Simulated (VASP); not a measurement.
Set up this calculation in VASP 6.6.1, as the native input.

| Item | Value |
| --- | --- |
| Task | relaxation of the atoms |
| Functional | LDA |
| Potentials or basis | VASP PAW LDA potentials, release 64 (Al, Si, Cl) |
| Cutoff | 520 eV |
| k mesh | 8 × 8 × 6 |
| Occupations | gaussian, width 0.05 eV |
| Spin | no spin polarisation |
| Further INCAR settings | ALGO = Normal; EDIFF = 1e-06; IBRION = 2; EDIFFG = -0.005; NSW = 60 |

The structure of AlSi2Cl lies in POSCAR:

```
AlSi2Cl
1.0
    3.8028207600      0.0000000000      0.0000000000
   -1.9014103800      3.2933393800      0.0000000000
    0.0000000000      0.0000000000      4.9898621600
Al Si Cl
1 2 1
Direct
    0.6666666700      0.3333333300      0.5000000000
    0.0000000000      0.0000000000      0.7468175900
    0.0000000000      0.0000000000      0.2531824100
    0.3333333300      0.6666666700      0.0000000000
```

The cell was built by a generator and needn't be a form met in nature.

One way to write it, as run:

INCAR

```
SYSTEM = AlSi2Cl
  ALGO = Normal
  EDIFF = 1E-6
  EDIFFG = -0.005
  ENCUT = 520
  GGA = CA
  IBRION = 2
  ISIF = 2
  ISMEAR = 0
  LASPH = .True.
  LCHARG = .False.
  LREAL = .False.
  LWAVE = .False.
  NELM = 80
  NSW = 60
  PREC = Accurate
  SIGMA = 0.05
```

KPOINTS

```
k-points
0
Gamma
  8 8 6
  0 0 0
```

Potentials or basis: VASP PAW LDA potentials, release 64 (Al, Si, Cl).

Run with:

```console
$ cat potpaw_LDA.64/Al/POTCAR potpaw_LDA.64/Si/POTCAR potpaw_LDA.64/Cl/POTCAR > POTCAR
$ mpirun -np 1 vasp_std > vasp.out
```

It gave:

```json
{
 "Energy gained by relaxing": "9.5 meV/atom",
 "Ionic steps": "3",
 "Pressure after relaxing": "16.8 GPa",
 "Band gap on the k mesh": "none (metal or under the smearing width)"
}
```

Wall time 44 s on 1 thread of Intel(R) Xeon(R) Platinum 8259CL CPU @ 2.50GHz (Skylake/Cascade Lake) (shared host), peak memory 0.17 GiB.
